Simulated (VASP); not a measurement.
The system is GaAs.

```xyz
2
Lattice="0.0000 2.8751 2.8751 2.8751 0.0000 2.8751 2.8751 2.8751 0.0000" Properties=species:S:1:pos:R:3 pbc="T T T"
Ga    0.0000    0.0000    0.0000
As    4.3126    4.3126    4.3126
```

The cell is a database's computed one.

* Program: VASP 6.6.1
* Task: relaxation of cell and atoms
* Functional: r2SCAN
* Potentials or basis: VASP PAW PBE potentials, release 64 (Ga_d, As)
* Cutoff: 600 eV
* k mesh: 8 × 8 × 8
* Occupations: gaussian, width 0.02 eV
* Spin: no spin polarisation

At the start: pressure -2.8 GPa; volume 23.77 Å³/atom.

**Question.** How do energy, volume and symmetry change on relaxing?

**Answer.** Over 7 steps the energy falls by 9.4 meV/atom and the volume is 22.77 Å³/atom (-4.2 %); space group F-43m (No. 216, to 0.05 Å).

Step by step:
```tsv
step	energy change (eV)	largest force (eV/Å)	pressure (GPa)	volume (Å³)
1	0.0000	0.0000	-2.84	47.53
2	-0.0154	0.0000	1.37	44.70
3	-0.0188	0.0000	-0.04	45.50
4	-0.0188	0.0000	0.13	45.46
5	-0.0188	0.0000	-0.13	45.58
6	-0.0188	0.0000	0.07	45.51
7	-0.0188	0.0000	0.01	45.53
```

Final structure:
```yaml
crystal:
  lattice:
    - [0.00000, 2.83419, 2.83419]
    - [2.83419, 0.00000, 2.83419]
    - [2.83419, 2.83419, 0.00000]
  atoms:
    - { symbol: Ga, position: [0.00000, 0.00000, 0.00000] }
    - { symbol: As, position: [0.75000, 0.75000, 0.75000] }
```

Caveat: the PAW data sets were made with another functional, which shifts forces and pressure a little.
